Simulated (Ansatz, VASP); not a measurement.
**One calculation of TaMoAu, two programs**

```xyz
3
Lattice="3.5788 0.0000 0.0000 0.0000 3.5788 0.0000 0.0000 0.0000 5.2988" Properties=species:S:1:pos:R:3 pbc="T T T"
Ta    1.7894    1.7894    2.6494
Mo    0.0000    0.0000    2.6494
Au    0.0000    0.0000    0.0000
```

Alike in both runs: functional PBE; k mesh 14 × 14 × 10; occupations gaussian, width 0.1 eV; no spin polarisation.

Ansatz relaxed the structure, and its values are those at the end. VASP's run is a single point on that final structure, the one shown.

|  | VASP | Ansatz |
| --- | --- | --- |
| version | VASP 6.6.1 | Ansatz 0.2.0 |
| potentials or method | VASP PAW PBE potentials, release 64 (Ta_pv, Mo_sv, Au) | scalar-relativistic, plane waves, PAW |
| plane-wave cutoff (eV) | 520 | 420 |
| valence electrons in the cell | 36 | 46 |

|  | VASP | Ansatz | Ansatz less VASP |
| --- | --- | --- | --- |
| gap on the k mesh at the Fermi level (eV) | none | none | - |
| pressure (GPa) | 0.2 | 0.0 | -0.20 |

A gap of «none» marks a metal or a gap that the smearing closes. The two sets of potentials don't hold the same shells in valence.

Spin-orbit coupling is left out, which matters for the levels of Au, Ta.
